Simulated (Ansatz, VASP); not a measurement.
# Cross-check of Ba8SnP30O85 (glassy 62P2O5-33BaO-4SnO2 (mol %)) between VASP and Ansatz, part 2 of 2

One calculation is typed for both programs; each brings its own data sets. How far apart do they land? Of the first pair: The structure shown is the start of the Ansatz relaxation below; VASP solves that cell, so the two are compared at the walk's first step.

VASP 6.6.1 and Ansatz 0.2.0.

So far. Step 4 (Side by side): The forces differ by 65 meV/Å r.m.s., which is 4.4 % of the r.m.s. force of 1.467 eV/Å (both taken over all components).

## 5. Ansatz: relaxation, PBE

Level of this step: Ansatz beside VASP: Kohn-Sham DFT, plane waves, PBE (Ansatz).

This run makes the geometry at which the two programs are then compared. The cell compared in this pair holds 1757.03 Å³, against 1871.49 Å³ for the pair before.

The structure compared here is the end of the Ansatz relaxation.

File input.yaml:

```yaml
crystal:
  lattice:
    - [12.32337, 0.0, 0.0]
    - [0.0, 12.32337, 0.0]
    - [0.0, 0.0, 12.32337]
  atoms:
    - { symbol: P, position: [0.52886, 0.71562, 0.44196] }
    - { symbol: P, position: [0.13182, 0.25624, 0.47382] }
    - { symbol: P, position: [0.03136, 0.36356, 0.67854] }
    - { symbol: P, position: [0.33284, 0.26784, 0.20536] }
    - { symbol: P, position: [0.23633, 0.75054, 0.83552] }
    - { symbol: P, position: [0.77557, 0.02121, 0.20218] }
    - { symbol: P, position: [0.42325, 0.4331, 0.67484] }
    - { symbol: P, position: [0.62228, 0.75189, 0.6747] }
    - { symbol: P, position: [0.50453, 0.15639, 0.48524] }
    - { symbol: P, position: [0.19869, 0.5697, 0.42686] }
    - { symbol: P, position: [0.91798, 0.98687, 0.39436] }
    - { symbol: P, position: [0.36175, 0.36816, 0.4395] }
    - { symbol: P, position: [0.24288, 0.16806, 0.87593] }
    - { symbol: P, position: [0.83948, 0.52347, 0.06324] }
    - { symbol: P, position: [0.22631, 0.63676, 0.19128] }
    - { symbol: P, position: [0.55275, 0.22665, 0.72072] }
    - { symbol: P, position: [0.48223, 0.0871, 0.92745] }
    - { symbol: P, position: [0.60664, 0.83723, 0.2337] }
    - { symbol: P, position: [0.15648, 0.74258, 0.60149] }
    - { symbol: P, position: [0.76281, 0.94978, 0.72301] }
    - { symbol: P, position: [0.7034, 0.87227, 0.94999] }
    - { symbol: P, position: [0.48316, 0.76223, 0.89698] }
    - { symbol: P, position: [0.61848, 0.4382, 0.14612] }
    - { symbol: P, position: [0.87832, 0.69164, 0.24647] }
    - { symbol: P, position: [0.98684, 0.31263, 0.27401] }
    - { symbol: P, position: [0.47672, 0.51758, 0.96695] }
    - { symbol: P, position: [0.14631, 0.41263, 0.11751] }
    - { symbol: P, position: [0.58919, 0.47846, 0.39415] }
    - { symbol: P, position: [0.6574, 0.20127, 0.077] }
    - { symbol: P, position: [0.41557, 0.90706, 0.09734] }
[... 88 atom lines left out ...]
    - { symbol: O, position: [0.29959, 0.9101, 0.13798] }
    - { symbol: O, position: [0.63563, 0.74864, 0.15991] }
    - { symbol: O, position: [0.97865, 0.65388, 0.30858] }
    - { symbol: O, position: [0.49421, 0.88906, 0.19804] }
    - { symbol: O, position: [0.21138, 0.63229, 0.31932] }
    - { symbol: O, position: [0.80296, 0.80021, 0.9599] }
kpoints:
  mp_grid: { grid: [1, 1, 1] }
hamiltonian:
  xc: pbe
scf:
  occupations: { method: fermi_dirac, width: 0.05 }
output:
  forces: true
relax:
  f_tol: 0.05
  max_steps: 150
  cell: {}
```

Run with:

```sh
$ ansatz run input.yaml --threads 4 --pin off --max-ram 8192MiB --backend cpu --events-out ev --progress --plain --runs-dir out
```

Numbers of over 12 decimals in the logs are rounded to 6 here.

The log of the run:

```text
[...]
Crystal: 124 atoms, lattice volume = 1871.494 Å³
Basis set: ecut = 420 eV, 36449 PW (Γ), exchange–correlation on 180×180×180 points (8 copies of the dense FFT grid, shifted against one another)
Bands: 501, of which v1, the nominal top of the filled ones, is band 377 counted from 1 (376 counted from 0)
Symmetry: 1 space group operations
[...]
k-points: 1
[...]
- { symbol: O, position: [0.595548, 0.192652, 0.437244] }
    - { symbol: O, position: [0.436385, 0.295393, 0.729350] }
    - { symbol: O, position: [0.201454, 0.631551, 0.884276] }
    - { symbol: O, position: [0.999158, 0.243081, 0.770983] }
    - { symbol: O, position: [0.902710, 0.585337, 0.065717] }
    - { symbol: O, position: [0.540815, 0.130891, 0.815711] }
    - { symbol: O, position: [0.534248, 0.617864, 0.386078] }
[...]
- { symbol: O, position: [1.016474, 0.637338, 0.233649] }
    - { symbol: O, position: [0.516271, 0.915843, 0.207774] }
    - { symbol: O, position: [0.219360, 0.681444, 0.327015] }
    - { symbol: O, position: [0.790928, 0.793449, 0.948610] }
```

## 6. VASP: single point, PBE, relaxed cell, pair 2

The same cell, functional, mesh and smearing now go to VASP, with its own data sets.

File INCAR:

```
SYSTEM = Ba8SnP30O85
PREC = Accurate
ENCUT = 600
EDIFF = 1E-06
NELM = 120
ISMEAR = -1
SIGMA = 0.05
LREAL = Auto
ALGO = Normal
GGA = PE
NBANDS = 464
LORBIT = 11
LWAVE = .FALSE.
LCHARG = .FALSE.
ISIF = 2
LASPH = .TRUE.
GGA_COMPAT = .FALSE.
EFERMI = MIDGAP
NCORE = 4
```

File POSCAR:

```
Ba8SnP30O85
1.0
   12.4277130000      0.0833710000      0.2358990000
    0.0833710000     11.7110920000      0.1804190000
    0.2358990000      0.1804190000     12.0801030000
P Ba Sn O
30 8 1 85
Direct
    0.5193200000      0.7436700000      0.4335300000
    0.1339600000      0.2697900000      0.5035900000
    0.0178600000      0.3604700000      0.7156900000
    0.3325900000      0.2537000000      0.2218200000
    0.2297600000      0.7526000000      0.8394200000
    0.7842300000      0.0288400000      0.1961200000
    0.4095600000      0.4223800000      0.6751000000
    0.5998800000      0.7637400000      0.6774600000
    0.4897100000      0.1455900000      0.4797300000
    0.2125500000      0.5910100000      0.4283500000
    0.9359800000      0.9689400000      0.3879300000
    0.3548700000      0.3707700000      0.4379400000
    0.2360600000      0.1498300000      0.8871800000
    0.8336400000      0.4818800000      0.0363500000
    0.2722600000      0.6547200000      0.2006700000
    0.5325800000      0.2053700000      0.7084700000
    0.4711200000      0.0716200000      0.9297600000
    0.6189500000      0.8339200000      0.2280300000
    0.1658000000      0.7428200000      0.6155500000
    0.7645900000      0.9389700000      0.7119600000
    0.6951700000      0.8698200000      0.9406000000
    0.4702400000      0.7971500000      0.9001700000
    0.6109400000      0.4454900000      0.1344100000
    0.9281600000      0.6854700000      0.1621000000
    0.9886900000      0.3182500000      0.2997400000
    0.4659800000      0.5211700000      0.9576200000
    0.1627700000      0.4266800000      0.1545000000
    0.5797900000      0.4908300000      0.3919900000
    0.6604200000      0.1930500000      0.0534300000
    0.4214500000      0.9095000000      0.1211200000
[... 88 atom lines left out ...]
    0.3186100000      0.9046800000      0.1883500000
    0.6218100000      0.7291500000      0.1666800000
    0.0164700000      0.6373400000      0.2336500000
    0.5162700000      0.9158400000      0.2077700000
    0.2193600000      0.6814400000      0.3270200000
    0.7909300000      0.7934500000      0.9486100000
```

File KPOINTS:

```
Automatic mesh
0
Gamma
1 1 1
0 0 0
```

PAW data sets: P, Ba_sv, Sn_d and O (PBE family, release 64).

Run with:

```sh
$ mpirun -np 16 vasp_gam
```

The log of the run:

```text
[... set-up lines as in an earlier step ...]
 entering main loop
       N       E                     dE             d eps       ncg     rms          rms(c)
DAV:   1     0.873408770856E+04    0.87341E+04   -0.47726E+05   928   0.185E+03
DAV:   2    -0.119745763383E+03   -0.88538E+04   -0.85076E+04  1128   0.435E+02
DAV:   3    -0.964883221133E+03   -0.84514E+03   -0.83541E+03  1064   0.152E+02
DAV:   4    -0.999888406656E+03   -0.35005E+02   -0.34703E+02  1184   0.323E+01
[...]
DAV:  17    -0.874394050385E+03    0.34265E-04   -0.12916E-04  1112   0.392E-02    0.263E-02
DAV:  18    -0.874394051577E+03   -0.11915E-05   -0.10416E-04  1144   0.206E-02    0.918E-03
DAV:  19    -0.874394051034E+03    0.54314E-06   -0.79723E-06  1080   0.658E-03
   1 F= -.87439405E+03 E0= -.87439405E+03  d E =-.152482E-08
```

Parts of OUTCAR (step 6):

```text
  FREE ENERGIE OF THE ION-ELECTRON SYSTEM (eV)
  ---------------------------------------------------
  free  energy   TOTEN  =      -874.3940510337 eV

  energy  without entropy=     -874.3940510321  energy(sigma->0) =     -874.39405103

[... 1 part as in an earlier step ...]
```

The run ends at a pressure of -0.54 GPa, with forces up to 0.28 eV/Å.

## 7. Side by side

What differs besides the data sets and the points named for the pairs above, as far as they apply: the cutoff is 420 eV in Ansatz and 600 eV in VASP (PREC = Accurate, projectors in real space). Total energies have different zeros and are not compared.

Compared:

| quantity | Ansatz | VASP | difference |
| --- | --- | --- | --- |
| pressure (GPa) | 0.01 | -0.54 | +0.55 |
| gap on the k mesh (eV) | 2.237 | 2.182 | +0.055 |

Forces on 7 of the 124 atoms, those with the largest forces and the largest differences (eV/Å; atoms numbered as in POSCAR):

| atom | Ansatz x, y, z | VASP x, y, z |
| --- | --- | --- |
| Ba35 | 0.005, 0.000, -0.010 | -0.078, -0.085, 0.253 |
| O41 | 0.002, 0.003, -0.002 | -0.213, -0.042, 0.000 |
| O61 | 0.008, -0.011, 0.004 | -0.093, 0.182, 0.025 |
| O63 | 0.001, 0.001, -0.007 | 0.103, -0.143, 0.066 |
| O78 | -0.001, 0.005, -0.001 | -0.141, -0.155, 0.057 |
| O79 | 0.005, -0.004, 0.001 | 0.060, 0.187, -0.110 |
| O124 | 0.005, -0.007, -0.007 | -0.202, 0.140, 0.034 |

The forces differ by 64 meV/Å r.m.s., where the r.m.s. force is 0.008 eV/Å in Ansatz and 0.064 eV/Å in VASP: the atoms lie near their places of rest in Ansatz, so a percentage would say little (all taken over all components). A gap on the mesh is an upper bound, since the band edges may lie between its points.

## 8. Results

| Quantity | Value |
| --- | --- |
| r.m.s. force difference (single point, PBE, start cell, pair 1) | 4.4 % of the r.m.s. force |
| r.m.s. force difference (single point, PBE, relaxed cell, pair 2) | 64 meV/Å |
| difference in pressure (single point, PBE, relaxed cell, pair 2) | 0.55 GPa |
| difference in gap on the k mesh (single point, PBE, relaxed cell, pair 2) | 0.055 eV |

In words: The r.m.s. force difference is 64 meV/Å (single point, PBE, relaxed cell, pair 2), beyond the 12 meV/Å picked in this series as the mark of a large difference. What causes the difference of the single point, PBE, start cell, pair 1 pair stays open here. What causes the difference of the single point, PBE, relaxed cell, pair 2 pair stays open here. How closely two codes agree says nothing of how well the functional describes the real material.

[Lines on the potential files, build, host, timing and source positions are cut from VASP's logs without a mark.]

[Logs are printed without paths, hosts, clocks, repeated set-up lines and the standing remarks that a program may print on its own settings, such as how far it seeks lower states.]

[Hosts, paths, dates, database ids (printed as entryN), source tags and the programs' standing remarks are cut or masked in the printed files.]
